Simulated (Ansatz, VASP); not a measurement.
**LiTl2B6 in VASP and in Ansatz**

```
CELL_PARAMETERS angstrom
0.00000 4.23354 4.23354
4.23354 0.00000 4.23354
4.23354 4.23354 0.00000
ATOMIC_POSITIONS crystal
Li 0.00000 0.00000 0.00000
Tl 0.75000 0.75000 0.75000
Tl 0.25000 0.25000 0.25000
B 0.64465 0.64465 0.35535
B 0.35535 0.64465 0.35535
B 0.64465 0.35535 0.35535
B 0.35535 0.35535 0.64465
B 0.64465 0.35535 0.64465
B 0.35535 0.64465 0.64465
```

Change from the starting cell: species swapped into the K2H6Pt type (Fm-3m, No. 225).

Alike in both runs: functional PBE; k mesh 8 × 8 × 8; occupations gaussian, width 0.1 eV; no spin polarisation.

Ansatz relaxed the structure, and its values are those at the end. VASP's run is a single point on that final structure, the one shown.

|  | VASP | Ansatz |
| --- | --- | --- |
| version | VASP 6.6.1 | Ansatz 0.2.0 |
| potentials or method | VASP PAW PBE potentials, release 64 (Li_sv, Tl_d, B) | scalar-relativistic, plane waves, PAW |
| plane-wave cutoff (eV) | 520 | 420 |
| valence electrons in the cell | 47 | 47 |

VASP gave:

```
gap on the k mesh at the Fermi level (eV) : none
rms of the force components (eV/Å)        : 0.008
```

Question: Which values does Ansatz return?

Answer: gap on the k mesh at the Fermi level (eV): none; rms of the force components (eV/Å): 0.004.

A gap of «none» marks a metal or a gap that the smearing closes.

 Spin-orbit coupling is left out, which matters for the levels of Tl.
